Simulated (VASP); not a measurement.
Consider the following.

```xyz
2
Lattice="0.0000 2.8406 2.8406 2.8406 0.0000 2.8406 2.8406 2.8406 0.0000" Properties=species:S:1:pos:R:3 pbc="T T T"
Al     0.0000     0.0000     0.0000
As     1.4203     1.4203     1.4203
```

These are PBEsol GGA, VASP's PBE PAW potentials (set 64) (plane waves; VASP) values and carry that method's errors. Settings: 500 eV cut-off, 8×8×8 Γ-centred mesh, Gaussian smearing of 0.050 eV, potentials Al As.

### Question
What does the run give for the energy per atom (σ→0), band gap (on the k-mesh) with the smallest direct gap where there is one?

### Answer

```json
{
  "band gap (on the k-mesh)": "1.34 eV",
  "smallest direct gap (on the k-mesh)": "1.90 eV",
  "energy per atom (σ→0)": "-5.032 eV/atom"
}
```

The structure was generated: AlAs was put into the zinc blende type (F-43m), which need not be its known phase. It was relaxed first, which changed the volume by +8 %.
